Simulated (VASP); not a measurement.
# TiRh: energy at fixed spin moment

TiRh, P4/mmm (no. 123), 2 atoms in the cell. R2SCAN, fixed spin moment; PAW potentials Rh_pv, Ti_sv (PBE set).

Volume against the source cell: 1.

## Input

INCAR.step1:
```
SYSTEM = TiRh
  ALGO = Normal
  EDIFF = 1E-7
  ENCUT = 450
  ISIF = 2
  ISMEAR = 1
  ISPIN = 2
  LASPH = .TRUE.
  LCHARG = .FALSE.
  LMAXMIX = 4
  LMIXTAU = .TRUE.
  LORBIT = 11
  LREAL = .FALSE.
  LWAVE = .FALSE.
  MAGMOM = 0 0
  METAGGA = R2SCAN
  NELM = 200
  NUPDOWN = 0.0
  PREC = Accurate
  SIGMA = 0.1
```

INCAR.step2, as INCAR.step1 but for:
```
- MAGMOM = 0 0
- NUPDOWN = 0.0
+ MAGMOM = 0.1462 0.1462
+ NUPDOWN = 0.29
```

INCAR.step3 to INCAR.step9 change the same tags again: MAGMOM = 0.2925 0.2925, 0.4388 0.4388, 0.585 0.585, 0.7312 0.7312, 0.8775 0.8775, 1.0238 1.0238, 1.17 1.17; NUPDOWN = 0.58, 0.88, 1.17, 1.46, 1.76, 2.05, 2.34.

INCAR.step10, as INCAR.step9 but for:
```
- NUPDOWN = 2.34
```

KPOINTS:
```
k-points
0
Gamma
  14 14 12
```

POSCAR:
```
TiRh
1.0
    2.9880000000      0.0000000000      0.0000000000
    0.0000000000      2.9880000000      0.0000000000
    0.0000000000      0.0000000000      3.3500000000
Rh Ti
1 1
Direct
    0.0000000000      0.0000000000      0.0000000000
    0.5000000000      0.5000000000      0.5000000000
```

Commands (each step's output is kept before the next begins):
```
cat potpaw_PBE.64/Rh_pv/POTCAR potpaw_PBE.64/Ti_sv/POTCAR > POTCAR
cp INCAR.step1 INCAR
mpirun -np 4 vasp_std > vasp.out
rm WAVECAR CHG
cp INCAR.step2 INCAR
mpirun -np 4 vasp_std > vasp.out
rm WAVECAR CHG
cp INCAR.step3 INCAR
mpirun -np 4 vasp_std > vasp.out
rm WAVECAR CHG
cp INCAR.step4 INCAR
mpirun -np 4 vasp_std > vasp.out
rm WAVECAR CHG
cp INCAR.step5 INCAR
mpirun -np 4 vasp_std > vasp.out
rm WAVECAR CHG
cp INCAR.step6 INCAR
mpirun -np 4 vasp_std > vasp.out
rm WAVECAR CHG
cp INCAR.step7 INCAR
mpirun -np 4 vasp_std > vasp.out
rm WAVECAR CHG
cp INCAR.step8 INCAR
mpirun -np 4 vasp_std > vasp.out
rm WAVECAR CHG
cp INCAR.step9 INCAR
mpirun -np 4 vasp_std > vasp.out
rm WAVECAR CHG
cp INCAR.step10 INCAR
mpirun -np 4 vasp_std > vasp.out
```

## Result

- Moment at the minimum, by a parabola in the squared moment through the lowest point and its neighbours (muB per cell): 0.27
- Energy there by the same parabola, against the smallest moment (meV/atom): -0.5
- Moment left free (muB per cell): 0.24
- Energy at the first moment above zero (meV/atom): -0.5

Energy at fixed total moment:

| Moment (muB per cell) | Energy (meV/atom) | Pressure (GPa) |
|---|---|---|
| 0.00 | 0.0 | -2.6 |
| 0.29 | -0.5 | -2.5 |
| 0.58 | 5.5 | -2.0 |
| 0.88 | 25.4 | -1.5 |
| 1.17 | 67.6 | -0.9 |
| 1.46 | 136.9 | 0.2 |
| 1.76 | 234.6 | 1.9 |
| 2.05 | 350.8 | 3.7 |
| 2.34 | 489.1 | 5.9 |

VASP 6.6.1 took 839 s on 4 cores (Intel Xeon 6975P-C (Granite Rapids)), a shared host.
